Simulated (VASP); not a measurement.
Level of theory: HSE06 screened hybrid, VASP's PBE PAW potentials (set 64) (plane waves; VASP 6.6.1).

The input files of a VASP run:

POSCAR:
```
AsSi63
1
   10.9370747000     0.0000000000     0.0000000000
    0.0000000000    10.9370747000     0.0000000000
    0.0000000000     0.0000000000    10.9370747000
Si As
63 1
Direct
  0.4999877672   0.0001294636   0.0002230149
  0.6253988686   0.1254423573   0.1256639646
  0.7500080728   0.2499131628   0.0005458456
  0.8745688375   0.3745730972   0.1256124085
  0.7499872352   0.0002693417   0.2501476950
  0.8746429149   0.1255205182   0.3745727256
  0.9999972337   0.9999863903   0.9999480619
  0.1252374437   0.1252570416   0.1252220195
  0.2501412482   0.2500823008   0.9998786218
  0.3747948838   0.3747150652   0.1253022936
  0.4999216957   0.4999031904   0.0001871454
  0.6252696165   0.6252933725   0.1249816375
  0.7499725372   0.7499728252   0.9997172647
  0.8747690527   0.8748022728   0.1252315435
  0.2501592201   0.9999606424   0.2501686540
  0.3748101300   0.1253899829   0.3747629382
  0.4995224209   0.2497571147   0.2497521185
  0.6300961680   0.3705205689   0.3705693796
  0.7507293046   0.5010952387   0.2494728511
  0.8749717623   0.6254978065   0.3748179124
  0.4999789386   0.0000804456   0.4999008369
  0.6252384071   0.1250179781   0.6252655973
  0.7507458061   0.2493894429   0.5010022531
  0.8751849320   0.3746516053   0.6253891802
  0.7499236709   0.9997144398   0.7499446470
  0.8747665535   0.1252471484   0.8747521868
  0.9999088879   0.4999827835   0.0003158658
  0.1253832664   0.6253983850   0.1255566570
  0.2499521079   0.7500701974   0.0005221076
  0.3745274137   0.8747792141   0.1255380885
  0.9998403943   0.2501134460   0.2500946364
  0.1252227543   0.3747829698   0.3747176660
  0.2495419568   0.4993739572   0.2495101843
  0.3699997024   0.6303862709   0.3700577476
  0.5010327820   0.7508301659   0.2492892434
  0.6254334889   0.8748909393   0.3748472265
  0.9998512367   0.9999639971   0.5000594918
  0.1253598813   0.1253236908   0.6254148218
  0.2494114340   0.2494974935   0.4994523793
  0.3694453862   0.3699129692   0.6310190393
  0.6300046836   0.6297900006   0.6306800442
  0.7504051462   0.7503537195   0.4995357799
  0.8744506659   0.8746087596   0.6254326648
  0.2500837442   0.0003338914   0.7499779028
  0.3745574822   0.1253824936   0.8747527820
  0.5009336597   0.2492630226   0.7509473586
  0.6253703050   0.3745800265   0.8753458581
  0.7509089309   0.4988553289   0.7510460290
  0.8747486063   0.6254644659   0.8747481242
  0.0003224734   0.7500411617   0.2501105497
  0.1254242324   0.8748278814   0.3745350571
  0.0000171191   0.4999487068   0.4998843318
  0.1248397915   0.6254264132   0.6252144744
  0.2492310173   0.7508912588   0.5009112215
  0.3747528336   0.8750636218   0.6253068919
  0.0004447019   0.2499883485   0.7500296171
  0.1252496672   0.3745404506   0.8749627065
  0.2488674830   0.5012339065   0.7512377277
  0.3746473981   0.6255167821   0.8753440635
  0.4990614516   0.7508039085   0.7509623912
  0.6254578449   0.8747918493   0.8747602704
  0.9996376136   0.7500426295   0.7499219070
  0.1252428424   0.8748034623   0.8747419627
  0.4994448913   0.5000226173   0.5008883313
```

### INCAR
```
LCHARG = .FALSE.
ISPIN = 2   ! spin-polarised
SIGMA = 0.05   ! width (eV)
ENCUT = 400
ALGO = Normal
PRECFOCK = Fast
LMAXMIX = 4   ! l cut-off of mixed one-centre charges
HFSCREEN = 0.2
LHFCALC = .TRUE.
EDIFF = 1E-5   ! SCF stop (eV)
SYSTEM = AsSi63
ISMEAR = 0   ! Gaussian
LWAVE = .FALSE.
LORBIT = 10
NELMIN = 4
ISIF = 0
AEXX = 0.25
LREAL = Auto   ! projection in real space or not
PREC = Normal
MAGMOM = 64*0.0156
NUPDOWN = 1
GGA = PE
NELM = 50
ISYM = 0
LASPH = .TRUE.   ! aspherical one-centre terms
```

**KPOINTS**
```
Automatic mesh
0
Gamma
1 1 1
0 0 0
```

POTCAR, in this order: Si As (PBE.64 set). Program: vasp_gam. Read from the step before: WAVECAR.

The run wrote:

File OUTCAR:
```
 ion  position               nearest neighbor table
   1  0.500  0.000  0.000-  30 2.38  45 2.38   2 2.38  61 2.38
   2  0.625  0.125  0.126-   3 2.36   5 2.36  17 2.36   1 2.38
   3  0.750  0.250  0.001-   2 2.36   4 2.36  47 2.36  26 2.37
   4  0.875  0.375  0.126-  31 2.36  19 2.36   3 2.36  27 2.37
   5  0.750  0.000  0.250-   2 2.36   6 2.36  36 2.37  14 2.37
   6  0.875  0.126  0.375-  23 2.36  31 2.36   5 2.36  37 2.38
   7  1.000  1.000  1.000-  63 2.37  26 2.37  14 2.37   8 2.37
   8  0.125  0.125  0.125-   9 2.37  31 2.37  15 2.37   7 2.37
   9  0.250  0.250  1.000-  45 2.36  57 2.36  10 2.37   8 2.37
  10  0.375  0.375  0.125-  33 2.36  17 2.36   9 2.37  11 2.37
  11  0.500  0.500  0.000-  10 2.37  12 2.37  47 2.37  59 2.37
  12  0.625  0.625  0.125-  35 2.36  19 2.36  13 2.37  11 2.37
  13  0.750  0.750  1.000-  49 2.36  61 2.36  12 2.37  14 2.37
  14  0.875  0.875  0.125-  13 2.37   5 2.37  50 2.37   7 2.37
  15  0.250  1.000  0.250-  30 2.36  51 2.36  16 2.37   8 2.37
  16  0.375  0.125  0.375-  17 2.36  39 2.36  15 2.37  21 2.37
  17  0.500  0.250  0.250-  18 2.35  16 2.36  10 2.36   2 2.36
  18  0.630  0.371  0.371-  17 2.35  23 2.35  19 2.35  64 2.47
  19  0.751  0.501  0.249-  18 2.35  20 2.36  12 2.36   4 2.36
  20  0.875  0.625  0.375-  19 2.36  42 2.36  50 2.37  52 2.37
  21  0.500  0.000  0.500-  22 2.37  16 2.37  55 2.37  36 2.37
  22  0.625  0.125  0.625-  23 2.36  46 2.36  25 2.37  21 2.37
  23  0.751  0.249  0.501-  18 2.35  24 2.36  22 2.36   6 2.36
  24  0.875  0.375  0.625-  23 2.36  48 2.36  56 2.37  52 2.37
  25  0.750  1.000  0.750-  43 2.36  61 2.36  22 2.37  26 2.37
  26  0.875  0.125  0.875-  56 2.37  25 2.37   3 2.37   7 2.37
  27  1.000  0.500  0.000-   4 2.37  28 2.38  57 2.38  49 2.38
  28  0.125  0.625  0.126-  33 2.36  50 2.36  29 2.36  27 2.38
  29  0.250  0.750  0.001-  28 2.36  30 2.36  59 2.36  63 2.37
  30  0.375  0.875  0.126-  15 2.36  35 2.36  29 2.36   1 2.38
  31  1.000  0.250  0.250-   4 2.36   6 2.36  32 2.37   8 2.37
  32  0.125  0.375  0.375-  33 2.36  39 2.36  31 2.37  52 2.37
  33  0.250  0.499  0.250-  34 2.35  32 2.36  10 2.36  28 2.36
  34  0.370  0.630  0.370-  33 2.35  54 2.35  35 2.35  64 2.47
  35  0.501  0.751  0.249-  34 2.35  36 2.36  12 2.36  30 2.36
  36  0.625  0.875  0.375-  35 2.36  42 2.36   5 2.37  21 2.37
  37  1.000  1.000  0.500-  43 2.38  38 2.38  51 2.38   6 2.38
  38  0.125  0.125  0.625-  56 2.36  39 2.36  44 2.36  37 2.38
  39  0.249  0.249  0.499-  40 2.35  38 2.36  16 2.36  32 2.36
  40  0.369  0.370  0.631-  39 2.35  46 2.35  58 2.35  64 2.46
  41  0.630  0.630  0.631-  42 2.35  48 2.35  60 2.35  64 2.46
  42  0.750  0.750  0.500-  41 2.35  20 2.36  36 2.36  43 2.36
  43  0.874  0.875  0.625-  25 2.36  42 2.36  62 2.36  37 2.38
  44  0.250  0.000  0.750-  38 2.36  45 2.36  55 2.37  63 2.37
  45  0.375  0.125  0.875-  46 2.36   9 2.36  44 2.36   1 2.38
  46  0.501  0.249  0.751-  40 2.35  45 2.36  47 2.36  22 2.36
  47  0.625  0.375  0.875-  48 2.36  46 2.36   3 2.36  11 2.37
  48  0.751  0.499  0.751-  41 2.35  47 2.36  24 2.36  49 2.36
  49  0.875  0.625  0.875-  48 2.36  13 2.36  62 2.36  27 2.38
  50  0.000  0.750  0.250-  28 2.36  51 2.36  20 2.37  14 2.37
  51  0.125  0.875  0.375-  54 2.36  15 2.36  50 2.36  37 2.38
  52  0.000  0.500  0.500-  32 2.37  53 2.37  24 2.37  20 2.37
  53  0.125  0.625  0.625-  54 2.36  58 2.36  62 2.36  52 2.37
  54  0.249  0.751  0.501-  34 2.35  55 2.36  51 2.36  53 2.36
  55  0.375  0.875  0.625-  54 2.36  60 2.36  44 2.37  21 2.37
  56  0.000  0.250  0.750-  38 2.36  57 2.36  24 2.37  26 2.37
  57  0.125  0.375  0.875-  58 2.36   9 2.36  56 2.36  27 2.38
  58  0.249  0.501  0.751-  40 2.35  57 2.36  59 2.36  53 2.36
  59  0.375  0.626  0.875-  60 2.36  58 2.36  29 2.36  11 2.37
  60  0.499  0.751  0.751-  41 2.35  59 2.36  61 2.36  55 2.36
  61  0.625  0.875  0.875-  60 2.36  25 2.36  13 2.36   1 2.38
  62  1.000  0.750  0.750-  43 2.36  49 2.36  53 2.36  63 2.37
  63  0.125  0.875  0.875-  44 2.37  62 2.37  29 2.37   7 2.37
  64  0.499  0.500  0.501-  41 2.46  40 2.46  18 2.47  34 2.47
 Subroutine IBZKPT returns following result:
 Found      1 irreducible k-points:

 Following reciprocal coordinates:
            Coordinates               Weight
  0.000000  0.000000  0.000000      1.000000
 Subroutine IBZKPT_HF returns following result:
   k-points           NKPTS =      1   k-points in BZ     NKDIM =      1   number of bands    NBANDS=    161
   number of dos      NEDOS =    301   number of ions     NIONS =     64
   total plane-waves  NPLWV = 157464
...
```

**OSZICAR**
```
       N       E                     dE             d eps       ncg     rms          rms(c)
DAV:   1    -0.395953348043E+03   -0.39595E+03   -0.12870E+01   644   0.815E+00    0.195E+01
DAV:   2    -0.396051982078E+03   -0.98634E-01   -0.30408E-01   736   0.120E+00    0.127E+01
DAV:   3    -0.396038844715E+03    0.13137E-01   -0.11740E-02   711   0.205E-01    0.754E+00
DAV:   4    -0.396032634130E+03    0.62106E-02   -0.17773E-03   686   0.872E-02    0.436E+00
DAV:   5    -0.396030443639E+03    0.21905E-02   -0.58908E-04   678   0.509E-02    0.249E+00
DAV:   6    -0.396029687499E+03    0.75614E-03   -0.21950E-04   678   0.313E-02    0.142E+00
DAV:   7    -0.396029443220E+03    0.24428E-03   -0.80423E-05   678   0.187E-02    0.805E-01
DAV:   8    -0.396029364622E+03    0.78597E-04   -0.28101E-05   422   0.113E-02    0.460E-01
DAV:   9    -0.396029344360E+03    0.20262E-04   -0.12079E-05   374   0.760E-03    0.260E-01
DAV:  10    -0.396029340622E+03    0.37384E-05   -0.42866E-06   358   0.453E-03
   1 F= -.39602934E+03 E0= -.39602934E+03  d E =-.833066E-11  mag=     1.0000
```

**OUTCAR**
```
------------------------ aborting loop because EDIFF is reached ----------------------------------------
  volume of cell :     1308.29
      direct lattice vectors                 reciprocal lattice vectors
    10.937074700  0.000000000  0.000000000     0.091432127  0.000000000  0.000000000
     0.000000000 10.937074700  0.000000000     0.000000000  0.091432127  0.000000000
     0.000000000  0.000000000 10.937074700     0.000000000  0.000000000  0.091432127
 POSITION                                       TOTAL-FORCE (eV/Angst)
 -----------------------------------------------------------------------------------
      5.46840      0.00142      0.00244        -0.001582      0.002044      0.002692
      6.84003      1.37197      1.37440         0.002725     -0.006107     -0.001064
      8.20289      2.73332      0.00597         0.006989     -0.000967     -0.008995
      9.56522      4.09673      1.37383         0.002372      0.001053     -0.000073
      8.20267      0.00295      2.73588         0.010769     -0.001308     -0.003449
      9.56603      1.37283      4.09673         0.008276     -0.012818      0.001405
     10.93704     10.93693     10.93651        -0.000114      0.004416      0.003902
      1.36973      1.36995      1.36956        -0.001518     -0.005378     -0.000497
      2.73581      2.73517     10.93575        -0.007675     -0.003347      0.003054
      4.09916      4.09829      1.37044        -0.001804      0.000165     -0.006373
      5.46768      5.46748      0.00205         0.000529      0.006480     -0.002649
      6.83862      6.83888      1.36693         0.002369     -0.002103     -0.003703
      8.20251      8.20251     10.93398         0.002856      0.005833      0.004315
      9.56741      9.56778      1.36967         0.008230      0.003408     -0.003409
      2.73601     10.93664      2.73611        -0.012470      0.005305     -0.008893
      4.09933      1.37140      4.09881         0.000062     -0.011571      0.007617
      5.46331      2.73161      2.73156        -0.005338     -0.008869     -0.009532
      6.89141      4.05241      4.05294        -0.052268      0.048868      0.050458
      8.21078      5.48052      2.72850        -0.005535     -0.004688      0.001261
      9.56963      6.84112      4.09941         0.009592     -0.006931      0.000375
      5.46831      0.00088      5.46745        -0.001261     -0.000979     -0.002674
      6.83828      1.36733      6.83858        -0.002416     -0.004250      0.000172
      8.21096      2.72759      5.47950         0.003301      0.000732      0.001662
      9.57196      4.09759      6.83993         0.003341      0.001391     -0.001508
      8.20197     10.93395      8.20220         0.001923      0.014054      0.007887
      9.56739      1.36984      9.56723         0.001350     -0.002594      0.004413
     10.93608      5.46835      0.00345        -0.001297      0.001192      0.000899
      1.37133      6.84003      1.37322        -0.005475      0.005394     -0.001447
      2.73374      8.20357      0.00571        -0.005777      0.009107     -0.005976
      4.09623      9.56753      1.37302         0.003897      0.001535     -0.004575
     10.93533      2.73551      2.73530         0.002773     -0.006014     -0.003200
      1.36957      4.09903      4.09832        -0.006608     -0.001895      0.006266
      2.72926      5.46169      2.72891        -0.005547     -0.003093     -0.002156
      4.04671      6.89458      4.04735         0.062481     -0.057853      0.064527
      5.47983      8.21189      2.72650        -0.009256     -0.003285      0.004778
      6.84041      9.56875      4.09973        -0.006858      0.011319      0.002774
     10.93545     10.93668      5.46919        -0.001779      0.005018     -0.005101
      1.37107      1.37067      6.84021        -0.003883     -0.007598      0.001462
      2.72783      2.72877      5.46255        -0.008670     -0.006747     -0.003209
      4.04065      4.04577      6.90150         0.068333      0.057426     -0.069205
      6.89041      6.88806      6.89779        -0.063607     -0.048333     -0.059134
      8.20724      8.20667      5.46346         0.006865      0.011355     -0.005321
      9.56393      9.56566      6.84040         0.003368     -0.000937      0.003332
      2.73518      0.00365      8.20256        -0.004828     -0.004642      0.005441
      4.09656      1.37132      9.56724         0.002055     -0.004421      0.008215
      5.47875      2.72621      8.21317        -0.000493      0.000719      0.000977
      6.83972      4.09681      9.57372        -0.002700      0.001195      0.001961
      8.21275      5.45602      8.21425        -0.002254      0.010464     -0.002662
      9.56719      6.84075      9.56719         0.002222     -0.004667      0.005480
      0.00353      8.20326      2.73548        -0.003603      0.011114     -0.005380
      1.37177      9.56806      4.09632        -0.010885      0.004496      0.005271
      0.00019      5.46798      5.46727         0.000808      0.004703      0.001757
      1.36538      6.84034      6.83802        -0.000269     -0.009329      0.005939
      2.72586      8.21255      5.47850         0.002985     -0.000232      0.000418
      4.09870      9.57064      6.83903         0.002247      0.007169      0.001580
      0.00486      2.73414      8.20313        -0.010673     -0.000357      0.007618
      1.36986      4.09638      9.56953        -0.004148      0.006381      0.007490
      2.72188      5.48203      8.21634         0.007642     -0.009910     -0.009374
      4.09755      6.84132      9.57370         0.000303     -0.013561      0.004570
      5.45827      8.21160      8.21333         0.005569      0.001264     -0.001098
      6.84068      9.56766      9.56732        -0.006280      0.002005      0.010086
     10.93311      8.20327      8.20195         0.005532      0.004162      0.008987
      1.36979      9.56779      9.56712        -0.002544     -0.000150      0.005820
      5.46247      5.46878      5.47825         0.017650      0.005165     -0.024205
 -----------------------------------------------------------------------------------
    total drift:                               -0.004814     -0.004348      0.027826
  FREE ENERGIE OF THE ION-ELECTRON SYSTEM (eV)
  ---------------------------------------------------
  free  energy   TOTEN  =      -396.0293406219 eV

  energy  without entropy=     -396.0293406219  energy(sigma->0) =     -396.02934062

  exchange ACFDT corr.  =         0.00000000  see jH, gK, PRB 81, 115126

 total charge

# of ion       s       p       d       tot
------------------------------------------
    1        0.758   0.955   0.000   1.713
    2        0.747   0.964   0.000   1.711
    3        0.748   0.964   0.000   1.712
    4        0.747   0.964   0.000   1.711
    5        0.748   0.964   0.000   1.712
    6        0.747   0.963   0.000   1.710
    7        0.749   0.961   0.000   1.710
    8        0.747   0.963   0.000   1.710
    9        0.748   0.964   0.000   1.712
   10        0.747   0.966   0.000   1.713
   11        0.750   0.962   0.000   1.712
   12        0.747   0.966   0.000   1.713
   13        0.748   0.964   0.000   1.712
   14        0.747   0.963   0.000   1.710
   15        0.748   0.964   0.000   1.712
   16        0.747   0.965   0.000   1.712
   17        0.747   0.968   0.000   1.716
   18        0.754   0.930   0.000   1.685
   19        0.747   0.968   0.000   1.715
   20        0.747   0.966   0.000   1.713
   21        0.750   0.962   0.000   1.712
   22        0.747   0.965   0.000   1.712
   23        0.747   0.968   0.000   1.716
   24        0.747   0.966   0.000   1.713
...
```
(Selected blocks of OUTCAR.)

The supercell is sampled at Γ alone, which is coarse: total energies, pressure and levels can be off, energies of defects by several tenths of an eV.

The cell is a supercell with a defect, built from Si (diamond): As_Si. The cell's shape comes from a PBE relaxation.
